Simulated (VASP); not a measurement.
Input:

```
Lu
1.0
    0.00000     2.39906     2.39906
    2.39906     0.00000     2.39906
    2.39906     2.39906     0.00000
Lu
1
Direct
  0.00000   0.00000   0.00000
```

Method: PBEsol GGA with spin-orbit coupling, VASP's PBE PAW potentials (set 64) (plane waves; VASP). Run with 400 eV cut-off, 12×12×12 Γ-centred mesh, Gaussian smearing of 0.050 eV, potentials Lu_3.

Q: Give the energies of bands 7 to 15 at the high-symmetry points, in eV from the Fermi level.

A: 
| band | Γ | X | U | L | W |
|---|---|---|---|---|---|
| 7 | -6.26 | -2.18 | -1.23 | -2.71 | -0.89 |
| 8 | -6.26 | -2.18 | -1.23 | -2.71 | -0.89 |
| 9 | 2.20 | -0.94 | -0.57 | 0.55 | 0.23 |
| 10 | 2.20 | -0.94 | -0.57 | 0.55 | 0.23 |
| 11 | 2.20 | 2.21 | 1.17 | 1.93 | 0.42 |
| 12 | 2.20 | 2.21 | 1.17 | 1.93 | 0.42 |
| 13 | 2.46 | 6.71 | 4.46 | 2.19 | 2.77 |
| 14 | 2.46 | 6.71 | 4.46 | 2.19 | 2.77 |
| 15 | 4.86 | 7.15 | 5.88 | 6.62 | 7.30 |

It has no gap at this level: it comes out as a metal or semimetal.

The structure was generated: Lu was put into the fcc type (Fm-3m), which need not be its known phase. It was relaxed first, which changed the volume by -7 %.
